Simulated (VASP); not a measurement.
Consider the following.

```yaml
crystal:
  lattice:
    - [4.20729, 0.00000, 0.00000]
    - [0.00000, 4.20729, 0.00000]
    - [0.00000, 0.00000, 4.20729]
  atoms:
    - { symbol: Cu, position: [0.75000, 0.25000, 0.75000] }
    - { symbol: Cu, position: [0.25000, 0.75000, 0.75000] }
    - { symbol: Cu, position: [0.75000, 0.75000, 0.25000] }
    - { symbol: Cu, position: [0.25000, 0.25000, 0.25000] }
    - { symbol: O, position: [0.00000, 0.00000, 0.00000] }
    - { symbol: O, position: [0.50000, 0.50000, 0.50000] }
```

Computed with vdW-DF-cx, VASP's PBE PAW potentials (set 64) (plane waves; VASP). Settings: 520 eV cut-off, 5×5×5 Γ-centred mesh, Gaussian smearing of 0.050 eV, potentials Cu O.

Task: Give the stress tensor in GPa (positive for a compressed cell).

Result: 
```
4.15  0.00  0.00
0.00  4.15  0.00
0.00  0.00  4.15
```
The pressure is its mean diagonal, 4.15 GPa.

The compound is Cu2O in the cuprite structure. This cell is one point of a volume scan, at 0.97 of the reference volume.
